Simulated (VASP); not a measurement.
Input:

```xyz
3
Lattice="-1.6150 1.6150 3.9515 1.6150 -1.6150 3.9515 1.6150 1.6150 -3.9515" Properties=species:S:1:pos:R:3 pbc="T T T"
Si     0.0000     0.0000     5.2554
Si     0.0000     0.0000     2.6475
Mo     0.0000     0.0000     0.0000
```

Computed with RPBE GGA, VASP's PBE PAW potentials (set 64) (plane waves; VASP). Settings: 520 eV cut-off, 12×12×12 Γ-centred mesh, first-order Methfessel-Paxton smearing of 0.10 eV, potentials Si Mo_sv.

### Question
What does the run give for the energy per atom (σ→0), band gap (on the k-mesh) with the smallest direct gap where there is one?

### Answer

The band gap (on the k-mesh) is none (metal, semimetal or under 0.01 eV). The energy per atom (σ→0) comes out as -7.360 eV/atom.

Total energies compare only between runs with the same potentials, cut-off and functional.

The compound is MoSi2 in the MoSi2 type structure. It was relaxed first. The start is the result of an earlier pass.
